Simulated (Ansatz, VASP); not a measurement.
**Two plane-wave programs on B2SbN**

```
B Sb N
1.0
     2.87123    0.00000    0.00000
    -1.43561    2.48655    0.00000
     0.00000    0.00000    7.65279
B Sb N
2 1 1
Direct
  0.33333 0.66667 0.00000
  0.66667 0.33333 0.00000
  0.00000 0.00000 0.50000
  0.00000 0.00000 0.00000
```

The cell comes from a database or a generator and needn't be the stable form of this composition.

Alike in both runs: task single point; functional PBE; dispersion D3(BJ); k mesh 9 × 9 × 4; occupations gaussian, width 0.1 eV; no spin polarisation.

```csv
,VASP,Ansatz
version,VASP 6.6.1,Ansatz 0.2.0
potentials or method,"VASP PAW PBE potentials, release 64 (B, Sb, N)","scalar-relativistic, plane waves, PAW"
plane-wave cutoff (eV),520,420
valence electrons in the cell,16,26
```

|  | VASP | Ansatz | Ansatz less VASP |
| --- | --- | --- | --- |
| gap on the k mesh at the Fermi level (eV) | none | none | - |
| pressure (GPa) | 27.2 | 27.2 | +0.05 |
| largest component of the traceless stress (GPa) | 30.52 | 30.48 | -0.035 |

A gap of «none» marks a metal or a gap that the smearing closes. The two sets of potentials don't hold the same shells in valence.

Caveats: so large a pressure means that the cell lies far from this level's equilibrium, or that cutoff or potentials fall short (VASP). Spin-orbit coupling is left out, which matters for the levels of Sb.
